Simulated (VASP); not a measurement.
Given:

```
CELL_PARAMETERS angstrom
      5.78357     0.00000     0.00000
      0.00000     3.54926     0.00000
      0.00000     0.00000     6.29615
ATOMIC_POSITIONS crystal
  Ge 0.81460 0.75000 0.57781
  Ge 0.18540 0.25000 0.42219
  Ge 0.68540 0.25000 0.07781
  Ge 0.31460 0.75000 0.92219
  Pd 0.99622 0.75000 0.19099
  Pd 0.00378 0.25000 0.80901
  Pd 0.50378 0.25000 0.69099
  Pd 0.49622 0.75000 0.30901
```

Level of theory: PBEsol GGA, VASP's PBE PAW potentials (set 64) (plane waves; VASP 6.6.1). Run with 300 eV cut-off, 3×5×3 Γ-centred mesh, Gaussian smearing of 0.27 eV, potentials Ge_d Pd.

At this cut-off the stress carries a Pulay error, which pulls relaxed volumes low. Energy and stress use the plane-wave basis of the starting cell.

Task: The ions, cell shape and volume are relaxed. Which structure does the run end with?

Result: 
```
CELL_PARAMETERS angstrom
      5.79376     0.00000     0.00000
      0.00000     3.50226     0.00000
      0.00000     0.00000     6.21450
ATOMIC_POSITIONS crystal
  Ge 0.81344 0.75000 0.57764
  Ge 0.18656 0.25000 0.42236
  Ge 0.68656 0.25000 0.07764
  Ge 0.31344 0.75000 0.92236
  Pd 0.99476 0.75000 0.18979
  Pd 0.00524 0.25000 0.81021
  Pd 0.50524 0.25000 0.68979
  Pd 0.49476 0.75000 0.31021
```
Space group Pnma (62), at a tolerance of 0.03 Å.

Task: How do energy and volume change from the first to the last step?

Result: The energy (σ→0) changes by -6.0 meV/atom and the volume by -2.4 %, in 14 ionic steps.

The structure comes from a computed database's GePd entry (Pnma); how it stands against other phases isn't given here. This run relaxes it. Symmetry was kept, so distortions that lower it aren't found. The k-mesh is coarse (spacing up to 0.36 per Å, 2π included), so the numbers may not be converged in it. The run is one of a series of settings (EDIFFG = -0.01, IBRION = 2, ISIF = 3, NSW = 50 against the base run), some of them coarse on purpose.
